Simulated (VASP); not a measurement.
All values below come from PBE GGA, VASP's PBE PAW potentials (set 64) (plane waves; VASP).

VASP input:

**POSCAR**
```
CoGa
1
    2.8800000000     0.0000000000     0.0000000000
    0.0000000000     2.8800000000     0.0000000000
    0.0000000000     0.0000000000     2.8800000000
Ga Co
1 1
Direct
  0.4990940000   0.5090060000   0.4866190000
  0.0009060000  -0.0090060000   0.0133810000
```

KPOINTS:
```
Regular mesh
0
G
9 9 9
0.5 0.5 0.5
```

**INCAR**
```
# general
SYSTEM =CoGa
PREC   =Accurate
ENCUT  =300
LREAL  =.FALSE.
LASPH  =.TRUE.

# electronic loop
EDIFF  =1E-10
NELM   =100
ALGO   =Normal
LMAXMIX=4

# smearing
ISMEAR =0
SIGMA  =0.1

# functional
GGA    =PE

# ions
ISIF   =2

# output
LWAVE  =.FALSE.
LCHARG =.FALSE.
```

POTCAR, in this order: Ga_d Co (PBE.64 set). Program: vasp_std.

At this cut-off the stress carries a Pulay error, which pulls relaxed volumes low.

Task: Estimate the energy per atom (σ→0), pressure, largest force, band gap (on the k-mesh).

Result: 
```json
{
  "energy per atom (σ→0)": "-5.230 eV/atom",
  "band gap (on the k-mesh)": "none (metal, semimetal or under 0.01 eV)",
  "pressure": "10.2 kbar",
  "largest_force": "0.586 eV/Å"
}
```

OSZICAR:
```
...
DAV:  14    -0.104636520517E+02    0.28268E-07   -0.18709E-07 15216   0.716E-03    0.264E-04
DAV:  15    -0.104636520279E+02    0.23825E-07   -0.47114E-09 12389   0.600E-04    0.414E-05
DAV:  16    -0.104636520229E+02    0.49813E-08   -0.18399E-10  9683   0.225E-04    0.257E-05
DAV:  17    -0.104636520228E+02    0.10459E-09   -0.23398E-11  6651   0.619E-05    0.131E-05
DAV:  18    -0.104636520234E+02   -0.55979E-09   -0.62211E-12  6581   0.297E-05    0.256E-06
DAV:  19    -0.104636520224E+02    0.98407E-09   -0.20018E-12  6553   0.183E-05    0.124E-06
DAV:  20    -0.104636520224E+02   -0.47748E-10   -0.94527E-13  6385   0.108E-05
   1 F= -.10463652E+02 E0= -.10460500E+02  d E =-.630450E-02
```

The structure is a typed CoGa crystal. The cell was not relaxed at this level, atoms are displaced from their ideal sites. The run is one of a series of settings (EDIFF = 1E-10 against the base run), some of them coarse on purpose. The run is not spin-polarised, so no magnetic state was tried.
